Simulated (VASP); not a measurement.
# CeSi2Pd2: structure and properties in VASP, part 3 of 4

Wanted: the relaxed cell of CeSi2Pd2 and its properties. The start is a computed cell from the Materials Project.

VASP 6.6.1, plane waves and PAW; the level of theory is named at each step.

Still holding for the runs below: The k-mesh is coarse for a metal. DFT+U on an f shell has many metastable occupations, and no search among them was made; in a cell of high symmetry a shell can also be held partly filled, which no real ion shows.

So far. Step 2 (Magnetic start: ferromagnetic): The run ends ferromagnetic with a largest moment of 0.98 μB, and the mesh shows no gap.

## 6. Full relaxation (PBEsol + U)

This step: PBEsol, DFT+U (Ce f 5 eV), spin-polarised from a ferromagnetic start (one magnetic atom a cell); plane waves and PAW (Ce, Si, Pd) (VASP 6.6.1).

System of this step: CeSi2Pd2. The structure is tetragonal, space group I4/mmm (No. 139). The conventional cell has a = 4.236 Å, b = 4.236 Å, c = 9.906 Å, α = 90.00°, β = 90.00°, γ = 90.00°. Nearest to Ce lie 10 Si at 3.22 to 3.77 Å and 8 Pd at 3.26 Å. Si has 1 Si at 2.36 Å and 4 Pd at 2.48 Å and 5 Ce at 3.22 to 3.77 Å nearest. Nearest to Pd lie 4 Si at 2.48 Å and 4 Pd at 3.00 Å and 4 Ce at 3.26 Å. Farther neighbours are not listed.

The start need not lie at this functional's minimum. ISIF = 3 frees volume, shape and positions, and EDIFFG sets the threshold on forces and stress at which the search stops.

INCAR reads:

```
SYSTEM = CeSi2Pd2
PREC = Accurate
ENCUT = 400
EDIFF = 1E-06
NELM = 150
ISMEAR = 1
SIGMA = 0.2
LREAL = .FALSE.
ALGO = Normal
GGA = PS
NBANDS = 29
ISPIN = 2
MAGMOM = 1 0 0 0 0
LDAU = .TRUE.
LDAUTYPE = 2
LDAUL = 3 -1 -1
LDAUU = 5 0 0
LDAUJ = 0 0 0
LDAUPRINT = 1
LASPH = .TRUE.
LMAXMIX = 6
AMIX = 0.2
BMIX = 1E-04
AMIX_MAG = 0.8
BMIX_MAG = 1E-04
LORBIT = 11
LWAVE = .FALSE.
LCHARG = .FALSE.
KPAR = 8
IBRION = 2
NSW = 60
ISIF = 3
EDIFFG = -0.01
```

POSCAR reads:

```
CeSi2Pd2
1.0
   -4.2356300536      0.0000000000      0.0000000000
    0.0000000000      4.2356300536      0.0000000000
    2.1178150268     -2.1178150268     -4.9530901522
Ce Si Pd
1 2 2
Direct
    0.0000000000      0.0000000000      0.0000000000
    0.3809020700      0.3809020700      0.7618041400
    0.6190979300      0.6190979300      0.2381958600
    0.2500000000      0.7500000000      0.5000000000
    0.7500000000      0.2500000000      0.5000000000
```

KPOINTS reads:

```
Automatic mesh
0
Gamma
6 6 6
0 0 0
```

Potentials, in the order of the species: Ce, Si and Pd (PBE family, release 64).

Launch:

```console
mpirun -np 8 vasp_std
```

The log of the run:

```text
[banner, memory and clock lines left out]
running    8 mpi-ranks, on    1 nodes
 distrk:  each k-point on    1 cores,    8 groups
 distr:  one band on    1 cores,    1 groups

 POSCAR found type information on POSCAR CeSiPd
 POSCAR found :  3 types and       5 ions
 [... a notice as in an earlier step ...]

 [... a notice as in an earlier step ...]

 LDA part: xc-table for (Slater+PW92), standard interpolation
 POSCAR, INCAR and KPOINTS ok, starting setup
 FFT: planning ... GRIDC
 FFT: planning ... GRID_SOFT
 FFT: planning ... GRID
 WAVECAR not read
 entering main loop
       N       E                     dE             d eps       ncg     rms          rms(c)
[... 93 cycles as in an earlier step ...]
   1 F= -.33877258E+02 E0= -.33878452E+02  d E =-.338773E+02  mag=    -1.0067
 curvature:   0.00 expect dE= 0.000E+00 dE for cont linesearch  0.000E+00
 trial: gam= 0.00000 g(F)=  0.127E-01 g(S)=  0.216E-01 ort = 0.000E+00 (trialstep = 0.100E+01)
 search vector abs. value=  0.342E-01
 bond charge predicted
       N       E                     dE             d eps       ncg     rms          rms(c)
DAV:   1    -0.341540587276E+02   -0.27680E+00   -0.52910E+00  4733   0.168E+01    0.371E+00
DAV:   2    -0.339370462063E+02    0.21701E+00   -0.83035E-01  5351   0.711E+00    0.149E+00
DAV:   3    -0.338980337915E+02    0.39012E-01   -0.10597E-01  5165   0.228E+00    0.925E-01
DAV:   4    -0.338793122207E+02    0.18722E-01   -0.81436E-02  5538   0.192E+00    0.331E-01
DAV:   5    -0.338784191565E+02    0.89306E-03   -0.14440E-02  5697   0.575E-01    0.235E-01
DAV:   6    -0.338782434165E+02    0.17574E-03   -0.17706E-03  5594   0.224E-01    0.166E-01
DAV:   7    -0.338784003998E+02   -0.15698E-03   -0.12968E-03  6200   0.121E-01    0.965E-02
DAV:   8    -0.338784988704E+02   -0.98471E-04   -0.22908E-04  6043   0.926E-02    0.521E-02
DAV:   9    -0.338785505402E+02   -0.51670E-04   -0.93425E-05  6559   0.458E-02    0.254E-02
DAV:  10    -0.338785536274E+02   -0.30872E-05   -0.59869E-06  4800   0.129E-02    0.166E-02
DAV:  11    -0.338785570074E+02   -0.33800E-05   -0.40409E-06  5193   0.121E-02    0.388E-03
DAV:  12    -0.338785566352E+02    0.37223E-06   -0.48389E-07  2880   0.530E-03
   2 F= -.33878557E+02 E0= -.33880313E+02  d E =-.129828E-02  mag=    -1.0040
[... from here on, the cycles between the ionic steps are left out ...]
   3 F= -.33886283E+02 E0= -.33887772E+02  d E =-.902442E-02  mag=    -1.0051
   4 F= -.33888271E+02 E0= -.33890009E+02  d E =-.198835E-02  mag=    -1.0044
   5 F= -.33888350E+02 E0= -.33890150E+02  d E =-.206700E-02  mag=    -1.0042
   6 F= -.33888352E+02 E0= -.33890146E+02  d E =-.206876E-02  mag=    -1.0042
   7 F= -.33888641E+02 E0= -.33890426E+02  d E =-.289271E-03  mag=    -1.0038
   8 F= -.33888637E+02 E0= -.33890392E+02  d E =-.285223E-03  mag=    -1.0034
   9 F= -.33888686E+02 E0= -.33890458E+02  d E =-.334465E-03  mag=    -1.0036
  10 F= -.33888686E+02 E0= -.33890459E+02  d E =-.334485E-03  mag=    -1.0036
  11 F= -.33888678E+02 E0= -.33890424E+02  d E =0.803380E-05  mag=    -1.0037
 trial-energy change:    0.000008  1 .order    0.000004   -0.000090    0.000098
 step:   0.5052(harm=  0.5052)  dis= 0.00020  next Energy=   -33.888707 (dE=-0.214E-04)
 bond charge predicted
       N       E                     dE             d eps       ncg     rms          rms(c)
DAV:   1    -0.338889296386E+02   -0.25107E-03   -0.49767E-03  5353   0.632E-01    0.100E-01
DAV:   2    -0.338887596500E+02    0.16999E-03   -0.58282E-04  4803   0.189E-01    0.455E-02
DAV:   3    -0.338887230121E+02    0.36638E-04   -0.94855E-05  5284   0.683E-02    0.275E-02
DAV:   4    -0.338887058355E+02    0.17177E-04   -0.60696E-05  5740   0.546E-02    0.104E-02
DAV:   5    -0.338887047333E+02    0.11022E-05   -0.13812E-05  5398   0.228E-02    0.729E-03
DAV:   6    -0.338887047360E+02   -0.26339E-08   -0.26257E-06  4354   0.116E-02
  12 F= -.33888705E+02 E0= -.33890465E+02  d E =-.187159E-04  mag=    -1.0036
 curvature:  -0.29 expect dE=-0.913E-06 dE for cont linesearch -0.815E-07
 trial: gam= 0.06793 g(F)=  0.205E-05 g(S)=  0.105E-05 ort =-0.523E-05 (trialstep = 0.948E+00)
 search vector abs. value=  0.285E-05
 reached required accuracy - stopping structural energy minimisation
```

The job ended after 8.2 min (8 MPI ranks of Intel Xeon Platinum 8375C at 2.90GHz (Ice Lake), shared host; peak memory 2.5 GiB).

OUTCAR, selected parts (step 6):

```text
The static configuration has the point symmetry D_4h.

 Found     30 irreducible k-points:

   NELECT =      40.0000    total number of electrons

atom =   1  type =  1  l = 3

 onsite density matrix

spin component  1

  0.0043 -0.0000 -0.0009  0.0000 -0.0000 -0.0000  0.0000
 -0.0000  0.0045  0.0000 -0.0000  0.0000 -0.0000 -0.0000
 -0.0009  0.0000  0.0058 -0.0000  0.0000  0.0000  0.0000
  0.0000 -0.0000 -0.0000  0.0049 -0.0000  0.0000 -0.0000
 -0.0000  0.0000  0.0000 -0.0000  0.0058  0.0000  0.0009
 -0.0000 -0.0000  0.0000  0.0000  0.0000  0.0055 -0.0000
  0.0000 -0.0000  0.0000 -0.0000  0.0009 -0.0000  0.0043

spin component  2

  0.0049 -0.0000 -0.0012  0.0000 -0.0000 -0.0000  0.0000
 -0.0000  0.0048  0.0000 -0.0000  0.0000 -0.0000 -0.0000
 -0.0012  0.0000  0.0064 -0.0000 -0.0000 -0.0000  0.0000
  0.0000 -0.0000 -0.0000  0.0051  0.0000  0.0000 -0.0000
 -0.0000  0.0000 -0.0000  0.0000  0.0064  0.0000  0.0012
 -0.0000 -0.0000 -0.0000  0.0000  0.0000  0.9669 -0.0000
  0.0000 -0.0000  0.0000 -0.0000  0.0012 -0.0000  0.0049

 occupancies and eigenvectors

  o =  0.0038  v = -0.0040  0.0000 -0.0019  0.0000 -0.4278  0.0000  0.9039  0.0000  0.0000  0.0000  0.0000  0.0000  0.0000  0.0000      0.0000  0.0000  0.0000  0.0000  0.0000  0.0000  0.0000  0.0000  0.0000  0.0000  0.0000  0.0000  0.0000  0.0000
  o =  0.0038  v =  0.9039  0.0000  0.4278 -0.0000 -0.0019 -0.0000  0.0040  0.0000  0.0000  0.0000  0.0000  0.0000  0.0000  0.0000      0.0000  0.0000  0.0000  0.0000  0.0000  0.0000  0.0000  0.0000  0.0000  0.0000  0.0000  0.0000  0.0000  0.0000
  o =  0.0042  v =  0.0000  0.0000  0.0000  0.0000  0.0000  0.0000  0.0000 -0.8785  0.0000 -0.4778  0.0000  0.0001  0.0000 -0.0002      0.0000  0.0000  0.0000  0.0000  0.0000  0.0000  0.0000  0.0000  0.0000  0.0000  0.0000  0.0000  0.0000  0.0000
  o =  0.0042  v =  0.0000  0.0000  0.0000  0.0000  0.0000  0.0000  0.0000  0.0002 -0.0000  0.0001  0.0000  0.4778  0.0000 -0.8785      0.0000  0.0000  0.0000  0.0000  0.0000  0.0000  0.0000  0.0000  0.0000  0.0000  0.0000  0.0000  0.0000  0.0000
  o =  0.0045  v = -0.0000  1.0000 -0.0000  0.0000  0.0000  0.0000 -0.0000  0.0000  0.0000  0.0000  0.0000  0.0000  0.0000  0.0000      0.0000  0.0000  0.0000  0.0000  0.0000  0.0000  0.0000  0.0000  0.0000  0.0000  0.0000  0.0000  0.0000  0.0000
  o =  0.0048  v =  0.0000  0.0000  0.0000  0.0000  0.0000  0.0000  0.0000  0.0000  1.0000 -0.0000 -0.0000  0.0000 -0.0000 -0.0000      0.0000  0.0000  0.0000  0.0000  0.0000  0.0000  0.0000  0.0000  0.0000  0.0000  0.0000  0.0000  0.0000  0.0000
  o =  0.0049  v =  0.0000 -0.0000  0.0000  1.0000  0.0000 -0.0000  0.0000  0.0000  0.0000  0.0000  0.0000  0.0000  0.0000  0.0000      0.0000  0.0000  0.0000  0.0000  0.0000  0.0000  0.0000  0.0000  0.0000  0.0000  0.0000  0.0000  0.0000  0.0000
  o =  0.0051  v =  0.0000  0.0000  0.0000  0.0000  0.0000  0.0000  0.0000  0.0000  0.0000  0.0000  1.0000 -0.0000 -0.0000  0.0000      0.0000  0.0000  0.0000  0.0000  0.0000  0.0000  0.0000  0.0000  0.0000  0.0000  0.0000  0.0000  0.0000  0.0000
  o =  0.0055  v = -0.0000  0.0000  0.0000 -0.0000  0.0000 -1.0000  0.0000  0.0000  0.0000  0.0000  0.0000  0.0000  0.0000  0.0000      0.0000  0.0000  0.0000  0.0000  0.0000  0.0000  0.0000  0.0000  0.0000  0.0000  0.0000  0.0000  0.0000  0.0000
  o =  0.0062  v =  0.4278  0.0000 -0.9039  0.0000  0.0031 -0.0000  0.0015  0.0000  0.0000  0.0000  0.0000  0.0000  0.0000  0.0000      0.0000  0.0000  0.0000  0.0000  0.0000  0.0000  0.0000  0.0000  0.0000  0.0000  0.0000  0.0000  0.0000  0.0000
  o =  0.0062  v =  0.0015  0.0000 -0.0031  0.0000 -0.9039 -0.0000 -0.4278  0.0000  0.0000  0.0000  0.0000  0.0000  0.0000  0.0000      0.0000  0.0000  0.0000  0.0000  0.0000  0.0000  0.0000  0.0000  0.0000  0.0000  0.0000  0.0000  0.0000  0.0000
  o =  0.0071  v =  0.0000  0.0000  0.0000  0.0000  0.0000  0.0000  0.0000 -0.4778  0.0000  0.8785 -0.0000  0.0000  0.0000  0.0000      0.0000  0.0000  0.0000  0.0000  0.0000  0.0000  0.0000  0.0000  0.0000  0.0000  0.0000  0.0000  0.0000  0.0000
  o =  0.0071  v =  0.0000  0.0000  0.0000  0.0000  0.0000  0.0000  0.0000 -0.0000  0.0000  0.0000  0.0000 -0.8785  0.0000 -0.4778      0.0000  0.0000  0.0000  0.0000  0.0000  0.0000  0.0000  0.0000  0.0000  0.0000  0.0000  0.0000  0.0000  0.0000
  o =  0.9669  v =  0.0000  0.0000  0.0000  0.0000  0.0000  0.0000  0.0000  0.0000  0.0000  0.0000 -0.0000 -0.0000 -1.0000 -0.0000      0.0000  0.0000  0.0000  0.0000  0.0000  0.0000  0.0000  0.0000  0.0000  0.0000  0.0000  0.0000  0.0000  0.0000

 E-fermi :   9.2171

 spin component 1
 k-point     1 :       0.0000    0.0000    0.0000
  band No.  band energies     occupation
    ...
     16       7.0176      1.00000
     17       7.8578      1.00000
     18       7.9326      1.00000
     19       7.9326      1.00000
     20       8.7375      1.00180
     21      10.6308     -0.00000
     22      10.6308     -0.00000
     23      12.0701     -0.00000
     24      12.7092     -0.00000
     25      13.0014     -0.00000
    ...

 k-point     2 :       0.1667    0.0000   -0.0000
  band No.  band energies     occupation
    ...
     16       7.0168      1.00000
     17       7.3342      1.00000
     18       7.6942      1.00000
     19       8.7189      1.00121
     20       8.8401      1.01138
     21      10.0258     -0.00000
     22      10.7068     -0.00000
     23      12.7577     -0.00000
     24      13.0015     -0.00000
     25      13.0642     -0.00000
    ...

 k-point     3 :       0.3333    0.0000    0.0000
  band No.  band energies     occupation
    ...
     15       6.2955      1.00000
     16       6.4051      1.00000
     17       6.6893      1.00000
     18       7.6046      1.00000
     19       8.8939      1.02232
     20       9.4177     -0.02545
     21      10.5505     -0.00000
     22      11.4307     -0.00000
     23      12.4377     -0.00000
     24      12.8203     -0.00000
    ...

 k-point     4 :       0.5000    0.0000    0.0000
  band No.  band energies     occupation
    ...
     15       5.8742      1.00000
     16       5.9207      1.00000
     17       6.5587      1.00000
     18       7.4716      1.00000
     19       8.6987      1.00076
     20      10.8493     -0.00000
     21      10.8913     -0.00000
     22      11.7300     -0.00000
     23      12.1047     -0.00000
     24      12.6110     -0.00000
    ...

  Total       -0.0068840     -0.0068840     -0.0038067      0.0000000     -0.0000000     -0.0000000
  in kB       -0.1252336     -0.1252336     -0.0692501      0.0000000     -0.0000000     -0.0000000
  external PRESSURE =      -0.1065724 kB  Pullay stress =       0.0000000 kB

  energy-cutoff  :      400.00
  volume of cell :       88.07
      direct lattice vectors                 reciprocal lattice vectors
    -4.228146160  0.000000000  0.000000000    -0.236510272  0.000000000 -0.101493027
    -0.000000000  4.228146160  0.000000000    -0.000000000  0.236510272 -0.101493027
     2.114073080 -2.114073080 -4.926446829    -0.000000000  0.000000000 -0.202986054

 POSITION                                       TOTAL-FORCE (eV/Angst)
 -----------------------------------------------------------------------------------
     -0.00000      0.00000     -0.00000         0.000000      0.000000     -0.000000
      0.00000     -0.00000     -3.73146         0.000000     -0.000000     -0.004612
     -2.11407      2.11407     -1.19499        -0.000000      0.000000      0.004612
      0.00000      2.11407     -2.46322        -0.000000      0.000000     -0.000000
     -2.11407      0.00000     -2.46322        -0.000000     -0.000000     -0.000000
 -----------------------------------------------------------------------------------
    total drift:                               -0.000000      0.000000     -0.000000

  FREE ENERGIE OF THE ION-ELECTRON SYSTEM (eV)
  ---------------------------------------------------
  free  energy   TOTEN  =       -33.8887047360 eV

  energy  without entropy=      -33.8939852054  energy(sigma->0) =      -33.89046489

 reached required accuracy - stopping structural energy minimisation

 total charge
# of ion       s       p       d       f       tot
--------------------------------------------------
    1        2.009   5.712   0.817   1.031   9.568
    2        0.747   0.877   0.000   0.000   1.624
    3        0.747   0.877   0.000   0.000   1.624
    4        0.526   0.615   8.566   0.000   9.707
    5        0.526   0.615   8.566   0.000   9.707
--------------------------------------------------
tot          4.554   8.696  17.950   1.031  32.231

 magnetization (x)
# of ion       s       p       d       f       tot
--------------------------------------------------
    1        0.002   0.003  -0.019  -0.963  -0.977
    2        0.001   0.002   0.000   0.000   0.003
    3        0.001   0.002   0.000   0.000   0.003
    4        0.001  -0.002   0.003   0.000   0.002
    5        0.001  -0.002   0.003   0.000   0.002
--------------------------------------------------
tot          0.006   0.003  -0.013  -0.963  -0.967

[... 7 parts as in an earlier step ...]

[... 9 further parts left out ...]
```

CONTCAR:

```
CeSi2Pd2
   1.00000000000000
    -4.2281461598612440    0.0000000000000000    0.0000000000000000
    -0.0000000000000000    4.2281461598612440    0.0000000000000000
     2.1140730799306220   -2.1140730799306220   -4.9264468289518026
  Ce              Si              Pd
     1     2     2
Direct
     0.0000000000000000    0.0000000000000000    0.0000000000000000
     0.3787173459688947    0.3787173459688947    0.7574346919377966
     0.6212826540311052    0.6212826540311052    0.2425653080622033
     0.2500000000000000    0.7500000000000000    0.5000000000000000
     0.7500000000000000    0.2500000000000000    0.5000000000000000
```

The cell holds one magnetic atom, so no antiferromagnetic order fits into it. Experiment finds antiferromagnetic order in this phase (a transition is listed at 10.2 K, arxiv:cond-mat/0012118), so this ferromagnetic run describes another state. The run keeps the 16 symmetry operations of its start, so it cannot find a distortion of lower symmetry.

Step by step:

| step | energy less that of the first step (eV) | largest force (eV/Å) | pressure (GPa) | volume (Å³) |
| --- | --- | --- | --- | --- |
| 1 | 0.0000 | 0.3624 | -1.55 | 88.86 |
| 2 | -0.0013 | 0.0408 | 2.28 | 86.67 |
| 3 | -0.0090 | 0.1570 | 0.38 | 87.71 |
| 4 | -0.0110 | 0.0306 | 0.07 | 87.99 |
| 5 | -0.0111 | 0.0044 | -0.04 | 88.08 |
| 6 | -0.0111 | 0.0003 | -0.06 | 88.07 |
| 7 | -0.0114 | 0.0083 | 0.04 | 88.03 |
| 8 | -0.0114 | 0.0182 | 0.13 | 87.99 |
| 9 | -0.0114 | 0.0137 | 0.06 | 88.01 |
| 10 | -0.0114 | 0.0131 | 0.08 | 88.01 |
| 11 | -0.0114 | 0.0044 | -0.11 | 88.13 |
| 12 | -0.0114 | 0.0046 | -0.01 | 88.07 |

| conventional cell, symmetrised | before | after | change |
| --- | --- | --- | --- |
| a (Å) | 4.236 | 4.228 | -0.2 % |
| b (Å) | 4.236 | 4.228 | -0.2 % |
| c (Å) | 9.906 | 9.853 | -0.5 % |
| volume (Å³/atom) | 17.77 | 17.61 | -0.9 % |

The atoms that moved most (Å, as changes of fractional coordinates times the final cell):

```
atom     dx     dy      dz  length
 Si2  0.000  0.000   0.022   0.022
 Si3  0.000  0.000  -0.022   0.022
```

The relaxed structure:

```xyz
5
Lattice="-4.2281 0.0000 0.0000 0.0000 4.2281 0.0000 2.1141 -2.1141 -4.9264" Properties=species:S:1:pos:R:3 pbc="T T T"
Ce    0.0000    0.0000    0.0000
Si    0.0000    0.0000   -3.7315
Si   -2.1141    2.1141   -1.1950
Pd    0.0000    2.1141   -2.4632
Pd   -2.1141    0.0000   -2.4632
```

Numbers from this step:

```yaml
free_energy_toten: -33.89 eV
energy_at_zero_smearing: -33.89 eV
fermi_energy: 9.217 eV
pressure: -0.01066 GPa
moment_of_the_cell_from_the_last_line_of_the_log: -1.004 μB
scf_cycles_over_all_ionic_steps: 166
```

It ends with a largest force of 0.005 eV/Å and a pressure of -0.01 GPa.

(Continued in part 4 of 4.)

[Lines on the potential files, build, host, timing and source positions are cut from VASP's logs without a mark.]

[Logs are printed without paths, hosts, clocks, repeated set-up lines and the standing remarks that a program may print on its own settings, such as how far it seeks lower states.]

[Hosts, paths, dates, database ids (printed as entryN), source tags and the programs' standing remarks are cut or masked in the printed files.]

[A measured line is paired with the nearest computed mode of its activity, which favours agreement.]

[In band tables of VASP the shares of atoms and orbitals are scaled to a sum of 1 inside the atoms' spheres.]
